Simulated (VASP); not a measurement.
Level of theory: G0W0 on PBE orbitals, VASP's PBE PAW potentials (set 64) (plane waves; VASP 6.6.1).

The input files of a VASP run:

POSCAR:
```
CdS
1.0
  0.0000000000   2.8706710000   2.8706710000
  2.8706710000   0.0000000000   2.8706710000
  2.8706710000   2.8706710000   0.0000000000
Cd S
1 1
direct
  0.0000000000   0.0000000000   0.0000000000
  0.2500000000   0.2500000000   0.2500000000
```

**INCAR**
```
ALGO = EVGW0
ENCUT = 500
ENCUTGW = 200
GGA = PE
ISMEAR = 0
LASPH = T
LCHARG = F
LREAL = F
LSPECTRALGW = T
LWAVE = F
NBANDS = 160
NBANDSGW = 21
NELMGW = 1
NOMEGA = 64
PREC = Normal
SIGMA = 0.01
SYSTEM = CdS
```

File KPOINTS:
```
Automatic mesh
0
Gamma
 4 4 4
```

POTCAR, in this order: Cd_sv_GW S_GW (PBE.64 set). Program: vasp_std. Read from the step before: WAVECAR, WAVEDER.

The resulting files:

OSZICAR:
```
energies w=
    0.000    0.000    1.093    0.000    2.184    0.000    3.270    0.000
    4.349    0.000    5.420    0.000    6.480    0.000    7.529    0.000
    8.565    0.000    9.587    0.000   10.596    0.000   11.592    0.000
   12.574    0.000   13.543    0.000   14.500    0.000   15.446    0.000
   16.381    0.000   17.308    0.000   18.228    0.000   19.141    0.000
   20.050    0.000   20.957    0.000   21.863    0.000   22.770    0.000
   23.681    0.000   24.597    0.000   25.520    0.000   26.454    0.000
   27.401    0.000   28.362    0.000   29.343    0.000   30.345    0.000
   31.372    0.000   32.428    0.000   33.518    0.000   34.646    0.000
   35.816    0.000   37.037    0.000   38.313    0.000   39.653    0.000
   41.065    0.000   42.559    0.000   44.147    0.000   45.842    0.000
   47.661    0.000   49.621    0.000   51.746    0.000   54.061    0.000
   56.599    0.000   59.400    0.000   62.512    0.000   65.997    0.000
   69.930    0.000   74.413    0.000   79.573    0.000   85.581    0.000
   92.671    0.000  101.165    0.000  111.529    0.000  124.452    0.000
  141.004    0.000  162.945    0.000  193.379    0.000  238.343    0.000
NQ=   1    0.0000    0.0000    0.0000,
 performed        298000 updates of chi_q(r,r)
NQ=   2    0.2500    0.0000    0.0000,
 performed        784000 updates of chi_q(r,r)
NQ=   3    0.5000    0.0000    0.0000,
 performed       1216000 updates of chi_q(r,r)
NQ=   4    0.2500    0.2500    0.0000,
 performed       1702000 updates of chi_q(r,r)
NQ=   5    0.5000    0.2500    0.0000,
 performed       2336000 updates of chi_q(r,r)
NQ=   6   -0.2500    0.2500    0.0000,
 performed       2916000 updates of chi_q(r,r)
NQ=   7    0.5000    0.5000    0.0000,
 performed       3308000 updates of chi_q(r,r)
NQ=   8   -0.2500    0.5000    0.2500,
 performed       3781000 updates of chi_q(r,r)
 resolving degeneracies of screened two electron integrals
```

**OUTCAR**
```


 k-point   1 :       0.0000    0.0000    0.0000
  band No.  KS-energies  QP-energies   sigma(KS)   V_xc(KS)     V^pw_x(r,r')   Z            occupation Imag(sigma)

      1     -98.0557    -102.3362     -38.4667     -32.0309     -55.4581       0.6651       2.0000       3.3999
      2     -59.1298     -62.4995     -35.6514     -31.0010     -49.0005       0.7246       2.0000       3.7045
      3     -59.1298     -62.4995     -35.6514     -31.0010     -49.0005       0.7246       2.0000       3.7045
      4     -59.1298     -62.4995     -35.6514     -31.0010     -49.0005       0.7246       2.0000       3.7045
      5      -9.2842     -10.3015     -14.6202     -13.1779     -21.1557       0.7054       2.0000       1.8611
      6      -4.5457      -6.1802     -26.0155     -23.8169     -31.5509       0.7434       2.0000       0.7103
      7      -4.5457      -6.1802     -26.0155     -23.8169     -31.5509       0.7434       2.0000       0.7103
      8      -4.5457      -6.1802     -26.0155     -23.8169     -31.5509       0.7434       2.0000       0.7103
      9      -4.0000      -5.6679     -27.5020     -25.2720     -32.9999       0.7479       2.0000       0.6110
     10      -4.0000      -5.6679     -27.5020     -25.2720     -32.9999       0.7479       2.0000       0.6110
     11       3.3857       2.5492     -16.6849     -15.6059     -18.5482       0.7753       2.0000       0.3204
     12       3.3857       2.5492     -16.6849     -15.6059     -18.5482       0.7753       2.0000       0.3204
     13       3.3857       2.5492     -16.6849     -15.6059     -18.5482       0.7753       2.0000       0.3204
     14       4.6171       4.9111     -10.3016     -10.6642      -6.6155       0.8109       0.0000      -0.2899
     15       9.8849      10.4831     -10.0320     -10.7723      -5.8536       0.8080       0.0000      -0.4005
     16       9.8849      10.4831     -10.0320     -10.7723      -5.8536       0.8080       0.0000      -0.4005
     17       9.8849      10.4831     -10.0320     -10.7723      -5.8536       0.8080       0.0000      -0.4005
     18      14.8167      15.6515     -10.8660     -11.9118      -6.0330       0.7983       0.0000      -0.6192
     19      14.8167      15.6515     -10.8660     -11.9118      -6.0330       0.7983       0.0000      -0.6192
     20      15.0840      15.5043      -8.6850      -9.1973      -3.5806       0.8203       0.0000      -0.7349
     21      16.7783      17.0595      -7.7289      -8.0695      -2.8396       0.8253       0.0000      -0.8294

 k-point   2 :       0.2500    0.0000    0.0000
  band No.  KS-energies  QP-energies   sigma(KS)   V_xc(KS)     V^pw_x(r,r')   Z            occupation Imag(sigma)

      1     -98.0552    -102.3633     -38.4664     -32.0307     -55.4576       0.6694       2.0000       3.3997
      2     -59.1290     -62.5418     -35.6514     -31.0005     -48.9991       0.7338       2.0000       3.7036
      3     -59.1290     -62.5418     -35.6514     -31.0005     -48.9991       0.7338       2.0000       3.7036
      4     -59.1290     -62.5418     -35.6514     -31.0005     -48.9991       0.7338       2.0000       3.7036
      5      -9.0464     -10.0590     -15.0880     -13.6524     -21.5725       0.7054       2.0000       1.7932
      6      -4.4646      -6.1017     -26.2119     -24.0127     -31.7467       0.7444       2.0000       0.7015
      7      -4.4646      -6.1017     -26.2119     -24.0127     -31.7467       0.7444       2.0000       0.7015
      8      -4.2847      -5.9113     -25.5095     -23.3399     -30.9201       0.7497       2.0000       0.7112
      9      -3.9943      -5.6659     -27.5026     -25.2735     -33.0062       0.7499       2.0000       0.6133
     10      -3.9943      -5.6659     -27.5026     -25.2735     -33.0062       0.7499       2.0000       0.6133
     11       0.7745      -0.2426     -15.4691     -14.1524     -17.7610       0.7724       2.0000       0.4423
     12       2.9513       2.0736     -16.2044     -15.0685     -18.1357       0.7727       2.0000       0.3391
     13       2.9513       2.0736     -16.2044     -15.0685     -18.1357       0.7727       2.0000       0.3391
     14       6.2509       6.6559     -10.6510     -11.1537      -6.8142       0.8057       0.0000      -0.3202
     15       9.6955      10.1817     -10.0923     -10.6987      -5.8693       0.8017       0.0000      -0.4266
     16      10.4143      11.0321     -10.1635     -10.9308      -5.8808       0.8052       0.0000      -0.4300
     17      10.4143      11.0321     -10.1635     -10.9308      -5.8808       0.8052       0.0000      -0.4300
     18      13.9745      14.6310     -10.0635     -10.8797      -5.4183       0.8043       0.0000      -0.5812
     19      13.9745      14.6310     -10.0635     -10.8797      -5.4183       0.8043       0.0000      -0.5812
     20      14.7908      15.0095      -7.6932      -7.9597      -2.9444       0.8206       0.0000      -0.6796
     21      18.7223      19.3042      -9.0983      -9.8042      -3.7577       0.8243       0.0000      -0.9665

 k-point   3 :       0.5000    0.0000    0.0000
  band No.  KS-energies  QP-energies   sigma(KS)   V_xc(KS)     V^pw_x(r,r')   Z            occupation Imag(sigma)

      1     -98.0552    -102.3922     -38.4663     -32.0307     -55.4576       0.6739       2.0000       3.3997
      2     -59.1290     -62.5475     -35.6515     -31.0001     -48.9981       0.7349       2.0000       3.7030
      3     -59.1290     -62.5475     -35.6515     -31.0001     -48.9981       0.7349       2.0000       3.7030
      4     -59.1290     -62.5475     -35.6515     -31.0001     -48.9981       0.7349       2.0000       3.7030
      5      -8.8085      -9.8234     -15.7254     -14.2886     -22.1682       0.7064       2.0000       1.7144
      6      -4.4095      -6.0498     -26.3379     -24.1353     -31.8641       0.7447       2.0000       0.6919
      7      -4.4095      -6.0498     -26.3379     -24.1353     -31.8641       0.7447       2.0000       0.6919
      8      -3.9551      -5.6249     -27.6345     -25.4095     -33.1571       0.7504       2.0000       0.6157
      9      -3.9551      -5.6249     -27.6345     -25.4095     -33.1571       0.7504       2.0000       0.6157
     10      -3.5731      -5.1701     -26.9008     -24.7696     -32.3385       0.7493       2.0000       0.6539
     11      -1.3195      -2.5000     -13.1349     -11.5968     -15.9018       0.7675       2.0000       0.6567
     12       2.5627       1.6449     -15.7532     -14.5656     -17.7572       0.7729       2.0000       0.3594
     13       2.5627       1.6449     -15.7532     -14.5656     -17.7572       0.7729       2.0000       0.3594
     14       6.4505       6.9077     -10.5222     -11.0857      -6.6307       0.8113       0.0000      -0.3215
     15      10.3637      10.9380     -10.0716     -10.7830      -5.8879       0.8072       0.0000      -0.4237
     16      10.3637      10.9380     -10.0716     -10.7830      -5.8879       0.8072       0.0000      -0.4237
     17      10.9736      11.3640      -9.7005     -10.1921      -5.0962       0.7941       0.0000      -0.5569
     18      14.5623      14.8911      -8.1863      -8.5893      -3.2591       0.8156       0.0000      -0.6892
     19      15.7990      16.6879     -10.5839     -11.6941      -5.3760       0.8006       0.0000      -0.7357
     20      15.7990      16.6879     -10.5839     -11.6941      -5.3760       0.8006       0.0000      -0.7357
     21      17.4272      18.3134     -10.3504     -11.4407      -4.8702       0.8128       0.0000      -0.9285

 k-point   4 :       0.2500    0.2500    0.0000
  band No.  KS-energies  QP-energies   sigma(KS)   V_xc(KS)     V^pw_x(r,r')   Z            occupation Imag(sigma)

      1     -98.0552    -102.3977     -38.4663     -32.0307     -55.4576       0.6748       2.0000       3.3997
      2     -59.1289     -62.5518     -35.6514     -31.0004     -48.9987       0.7359       2.0000       3.7034
      3     -59.1289     -62.5518     -35.6514     -31.0004     -48.9987       0.7359       2.0000       3.7034
      4     -59.1289     -62.5518     -35.6514     -31.0004     -48.9987       0.7359       2.0000       3.7034
      5      -8.9691      -9.9819     -15.2527     -13.8187     -21.7219       0.7062       2.0000       1.7713
      6      -4.3716      -5.9971     -25.1661     -22.9900     -30.5472       0.7470       2.0000       0.7163
      7      -4.3647      -6.0056     -26.4708     -24.2727     -32.0110       0.7465       2.0000       0.6926
      8      -4.3647      -6.0056     -26.4708     -24.2727     -32.0110       0.7465       2.0000       0.6926
      9      -4.0217      -5.6786     -27.1215     -24.9074     -32.5969       0.7483       2.0000       0.6274
     10      -3.9490      -5.6225     -27.6324     -25.4033     -33.1446       0.7508       2.0000       0.6100
     11       0.9999       0.0225     -16.1551     -14.8926     -18.3918       0.7742       2.0000       0.4218
     12       2.2699       1.3290     -15.4893     -14.2701     -17.5347       0.7718       2.0000       0.3718
     13       2.2699       1.3290     -15.4893     -14.2701     -17.5347       0.7718       2.0000       0.3718
     14       7.0660       7.4302     -10.5413     -10.9955      -6.7124       0.8017       0.0000      -0.3441
     15       8.1757       8.7065     -10.3083     -10.9630      -6.3202       0.8107       0.0000      -0.3544
     16      11.5656      12.2284     -10.4111     -11.2403      -5.8349       0.7994       0.0000      -0.5074
     17      11.5656      12.2284     -10.4111     -11.2403      -5.8349       0.7994       0.0000      -0.5074
     18      11.7933      12.1755      -9.2869      -9.7587      -5.0489       0.8100       0.0000      -0.4844
     19      15.0790      15.9302     -10.4386     -11.5061      -5.4692       0.7974       0.0000      -0.6378
     20      18.1999      18.7043      -8.5390      -9.1551      -3.3644       0.8186       0.0000      -0.8810
     21      18.9576      19.4156      -8.3758      -8.9303      -3.2673       0.8259       0.0000      -0.9562

 k-point   5 :       0.5000    0.2500    0.0000
  band No.  KS-energies  QP-energies   sigma(KS)   V_xc(KS)     V^pw_x(r,r')   Z            occupation Imag(sigma)

      1     -98.0552    -102.3868     -38.4663     -32.0307     -55.4577       0.6731       2.0000       3.3997
      2     -59.1291     -62.5367     -35.6515     -31.0000     -48.9978       0.7326       2.0000       3.7028
      3     -59.1291     -62.5367     -35.6515     -31.0000     -48.9978       0.7326       2.0000       3.7028
      4     -59.1291     -62.5367     -35.6515     -31.0000     -48.9978       0.7326       2.0000       3.7028
      5      -8.7368      -9.7564     -15.9052     -14.4679     -22.3364       0.7094       2.0000       1.6933
...
```
(Selected blocks of OUTCAR.)

The mesh is coarse and the basis finite, so the quasiparticle values are not converged. VASP warned that its frequency grid is unfit for quasiparticle energies.

The compound is CdS in the zinc blende structure, a metastable form; wurtzite is the usual one. This cell is one point of a volume scan, at 0.96 of the reference volume. The k-mesh is coarse (spacing up to 0.47 per Å, 2π included), so the numbers may not be converged in it.
